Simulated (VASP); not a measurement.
Method: PBEsol GGA, VASP's PBE PAW potentials (set 64) (plane waves; VASP).

VASP input:

KPOINTS:
```
Automatic
0
Gamma
  6 6 6
0 0 0
```

### INCAR
```
# general
SYSTEM  = Ag2O3
PREC    = Accurate
ENCUT   = 520   # plane-wave cut-off (eV)
LREAL   = .FALSE.   # projection in real space or not
LASPH   = .TRUE.

# electronic loop
EDIFF   = 1E-6
NELM    = 100
ALGO    = Normal   # blocked Davidson
LMAXMIX = 4   # l cut-off of mixed one-centre charges

# smearing
ISMEAR  = 0
SIGMA   = 0.05

# functional
GGA     = PS   # PBEsol

# ions
IBRION  = 2   # conjugate gradients
NSW     = 60   # most ionic steps
ISIF    = 3   # ions, shape and volume
EDIFFG  = -0.02

# output
LWAVE   = .FALSE.
LCHARG  = .FALSE.
```

**POSCAR**
```
Ag2O3
1
    0.0000000000     6.4168796426     1.8409740926
    5.2239460575     0.0000000000     1.8409740926
    5.2239460575     6.4168796426     0.0000000000
Ag O
4 6
Direct
  0.8214038369   0.1801609716   0.5852296883
  0.1801609716   0.8214038369   0.4132055032
  0.8367944968   0.6647703117   0.0698390284
  0.6647703117   0.8367944968   0.4285961631
  0.3164287610   0.9473814974   0.5188569121
  0.9473814974   0.3164287610   0.2173328295
  0.0326671705   0.7311430879   0.3026185026
  0.7311430879   0.0326671705   0.9335712390
  0.4128649331   0.4128649331   0.5871350669
  0.6628649331   0.6628649331   0.8371350669
```

POTCAR, in this order: Ag O (PBE.64 set). Program: vasp_std.

The run wrote:

OUTCAR:
```
 ion  position               nearest neighbor table
   1  0.821  0.180  0.585-  10 1.96   8 2.01   6 2.03   7 2.04   7 2.71   2 3.02   2 3.29   2 3.29
                             3 3.34   3 3.34   4 3.42   4 3.42
   2  0.180  0.821  0.413-  10 1.96   7 2.01   5 2.03   8 2.04   8 2.71   1 3.02   1 3.29   1 3.29
                             4 3.34   4 3.34   3 3.42   3 3.42
   3  0.837  0.665  0.070-   9 1.96   6 2.01   8 2.03   5 2.04   5 2.71   4 3.02   4 3.29   4 3.29
                             1 3.34   1 3.34   2 3.42   2 3.42
   4  0.665  0.837  0.429-   9 1.96   5 2.01   7 2.03   6 2.04   6 2.71   3 3.02   3 3.29   3 3.29
                             2 3.34   2 3.34   1 3.42   1 3.42
   5  0.316  0.947  0.519-   4 2.01   2 2.03   3 2.04   3 2.71
   6  0.947  0.316  0.217-   3 2.01   1 2.03   4 2.04   4 2.71
   7  0.033  0.731  0.303-   2 2.01   4 2.03   1 2.04   1 2.71
   8  0.731  0.033  0.934-   1 2.01   3 2.03   2 2.04   2 2.71
   9  0.413  0.413  0.587-   3 1.96   4 1.96
  10  0.663  0.663  0.837-   1 1.96   2 1.96
  LATTYP: Found a face centered orthorhombic cell.
 ALAT       =     3.6819481852
 B/A-ratio  =     2.8375988986
 C/A-ratio  =     3.4855893238
 Subroutine PRICEL returns:
 Original cell was already a primitive cell.
 Subroutine GETGRP returns: Found  4 space group operations
The static configuration has the point symmetry C_2 .
 The point group associated with its full space group is C_2v.
The dynamic configuration has the point symmetry C_2 .
 Subroutine INISYM returns: Found  4 space group operations
 Subroutine IBZKPT returns following result:
 Found     46 irreducible k-points:

 Following reciprocal coordinates:
            Coordinates               Weight
  0.000000  0.000000  0.000000      1.000000
  0.166667  0.000000  0.000000      8.000000
  0.333333 -0.000000 -0.000000      8.000000
  0.500000 -0.000000  0.000000      4.000000
  0.166667  0.166667  0.000000      2.000000
  0.333333  0.166667 -0.000000      8.000000
  0.500000  0.166667 -0.000000      8.000000
 -0.333333  0.166667 -0.000000      8.000000
 -0.166667  0.166667 -0.000000      4.000000
...
```

**OSZICAR**
```
       N       E                     dE             d eps       ncg     rms          rms(c)
DAV:   1     0.648893302433E+03    0.64889E+03   -0.43319E+04  4416   0.166E+03
DAV:   2    -0.111562651057E+02   -0.66005E+03   -0.62492E+03  4832   0.401E+02
DAV:   3    -0.597144028617E+02   -0.48558E+02   -0.47659E+02  5032   0.113E+02
DAV:   4    -0.604501648544E+02   -0.73576E+00   -0.73446E+00  4872   0.149E+01
DAV:   5    -0.604609785082E+02   -0.10814E-01   -0.10810E-01  5000   0.166E+00    0.385E+01
DAV:   6    -0.476745493534E+02    0.12786E+02   -0.83164E+01  5320   0.783E+01    0.317E+01
DAV:   7    -0.451200289749E+02    0.25545E+01   -0.13720E+01  4848   0.325E+01    0.142E+01
DAV:   8    -0.454200591067E+02   -0.30003E+00   -0.49123E+00  5424   0.157E+01    0.992E+00
DAV:   9    -0.449146786869E+02    0.50538E+00   -0.89542E-01  5568   0.823E+00    0.310E+00
DAV:  10    -0.448729559658E+02    0.41723E-01   -0.29648E-01  4640   0.321E+00    0.155E+00
DAV:  11    -0.448678507386E+02    0.51052E-02   -0.85958E-02  5064   0.159E+00    0.548E-01
DAV:  12    -0.448654398931E+02    0.24108E-02   -0.78015E-03  6296   0.759E-01    0.121E-01
DAV:  13    -0.448654627505E+02   -0.22857E-04   -0.16486E-03  4688   0.221E-01    0.573E-02
DAV:  14    -0.448654511726E+02    0.11578E-04   -0.11839E-04  5088   0.683E-02    0.452E-02
DAV:  15    -0.448654538593E+02   -0.26867E-05   -0.27351E-05  4840   0.342E-02    0.630E-03
DAV:  16    -0.448654536960E+02    0.16329E-06   -0.16756E-06  3224   0.820E-03
   1 F= -.44865454E+02 E0= -.44865454E+02  d E =-.448655E+02
       N       E                     dE             d eps       ncg     rms          rms(c)
DAV:   1    -0.448658636116E+02   -0.40975E-03   -0.11889E-01  4416   0.171E+00    0.162E-01
DAV:   2    -0.448656045804E+02    0.25903E-03   -0.31049E-03  4896   0.370E-01    0.948E-02
DAV:   3    -0.448655740209E+02    0.30559E-04   -0.10727E-04  5168   0.733E-02    0.497E-02
DAV:   4    -0.448655684029E+02    0.56180E-05   -0.48211E-05  5600   0.615E-02    0.395E-02
DAV:   5    -0.448655624715E+02    0.59314E-05   -0.11609E-05  5448   0.319E-02    0.157E-02
DAV:   6    -0.448655630199E+02   -0.54840E-06   -0.46138E-06  4568   0.144E-02
   2 F= -.44865563E+02 E0= -.44865563E+02  d E =-.109324E-03
       N       E                     dE             d eps       ncg     rms          rms(c)
DAV:   1    -0.448656314615E+02   -0.68990E-04   -0.13111E-02  4440   0.569E-01    0.542E-02
DAV:   2    -0.448656039321E+02    0.27529E-04   -0.33972E-04  4904   0.122E-01    0.318E-02
DAV:   3    -0.448655993906E+02    0.45415E-05   -0.12096E-05  5088   0.253E-02    0.168E-02
DAV:   4    -0.448655981618E+02    0.12288E-05   -0.54717E-06  5296   0.206E-02    0.132E-02
DAV:   5    -0.448655968554E+02    0.13064E-05   -0.11644E-06  2824   0.107E-02    0.534E-03
DAV:   6    -0.448655965599E+02    0.29557E-06   -0.63167E-07  2304   0.529E-03
   3 F= -.44865597E+02 E0= -.44865597E+02  d E =-.142864E-03
       N       E                     dE             d eps       ncg     rms          rms(c)
DAV:   1    -0.448656359925E+02   -0.39137E-04   -0.42666E-02  4416   0.109E+00    0.575E-02
DAV:   2    -0.448657000180E+02   -0.64025E-04   -0.87180E-04  4992   0.164E-01    0.398E-02
DAV:   3    -0.448656948683E+02    0.51497E-05   -0.23582E-05  5000   0.422E-02    0.182E-02
DAV:   4    -0.448656928846E+02    0.19837E-05   -0.56088E-06  4968   0.150E-02    0.931E-03
DAV:   5    -0.448656926078E+02    0.27679E-06   -0.88895E-07  2792   0.885E-03
   4 F= -.44865693E+02 E0= -.44865693E+02  d E =-.960479E-04
```

**OUTCAR**
```
------------------------ aborting loop because EDIFF is reached ----------------------------------------
  FORCE on cell =-STRESS in cart. coord.  units (eV):
  Direction    XX          YY          ZZ          XY          YZ          ZX
  --------------------------------------------------------------------------------------
  Total       -0.0400165     -0.0385337     -0.0064101      0.0000000      0.0000000      0.0000000
  in kB       -0.5197189     -0.5004607     -0.0832517      0.0000000      0.0000000      0.0000000
  external PRESSURE =      -0.3678104 kB  Pullay stress =       0.0000000 kB
  volume of cell :      123.36
      direct lattice vectors                 reciprocal lattice vectors
     0.000000000  6.415626000  1.841073888    -0.095747838  0.077934718  0.271580626
     5.222050019  0.000000000  1.841073888     0.095747838 -0.077934718  0.271580626
     5.222050019  6.415626000  0.000000000     0.095747838  0.077934718 -0.271580626
 POSITION                                       TOTAL-FORCE (eV/Angst)
 -----------------------------------------------------------------------------------
      3.99653      9.02401      1.84261         0.003713     -0.003328      0.003321
      6.44757      3.80724      1.84261        -0.003713      0.003328      0.003321
      3.83654      5.81619      2.76315        -0.003713     -0.003328      0.003321
      6.60756      7.01506      2.76315         0.003713      0.003328      0.003321
      7.65764      5.35848      2.32839         0.009527      0.000747      0.003126
      2.78646      7.47277      2.32839        -0.009527     -0.000747      0.003126
      5.39749      2.15067      1.40785        -0.009527      0.000747      0.003126
      5.04661     10.68059      1.40785         0.009527     -0.000747      0.003126
      5.22205      6.41563      1.51966        -0.000000      0.000000     -0.012893
      7.83308      9.62344      2.44020         0.000000     -0.000000     -0.012893
 -----------------------------------------------------------------------------------
    total drift:                               -0.000011     -0.000004     -0.000683
  FREE ENERGIE OF THE ION-ELECTRON SYSTEM (eV)
  ---------------------------------------------------
  free  energy   TOTEN  =       -44.8656926078 eV

  energy  without entropy=      -44.8656926078  energy(sigma->0) =      -44.86569261

 reached required accuracy - stopping structural energy minimisation
```
(Selected blocks of OUTCAR.)

**CONTCAR**
```
Ag2O3
   1.00000000000000
     0.0000000000000000    6.4156260003001782    1.8410738883968658
     5.2220500193845041    0.0000000000000000    1.8410738883968658
     5.2220500193845041    6.4156260003001782    0.0000000000000000
  Ag              O
     4     6
Direct
     0.8210425170664251    0.1797943948056052    0.5855244514599924
     0.1797943948056052    0.8210425170664251    0.4136386366679702
     0.8363613633320297    0.6644755485400076    0.0702056051943948
     0.6644755485400076    0.8363613633320297    0.4289574829335751
     0.3167554825085676    0.9479365840473474    0.5184676077372037
     0.9479365840473474    0.3167554825085676    0.2168403257068813
     0.0331596742931187    0.7315323922627963    0.3020634159526526
     0.7315323922627963    0.0331596742931187    0.9332445174914324
     0.4127110215720572    0.4127110215720572    0.5872889784279429
     0.6627110215720571    0.6627110215720571    0.8372889784279429
```

The structure comes from a computed database's Ag2O3 entry (Fdd2); how it stands against other phases isn't given here. This run relaxes it. Symmetry was kept, so distortions that lower it aren't found. The start is the result of an earlier pass.
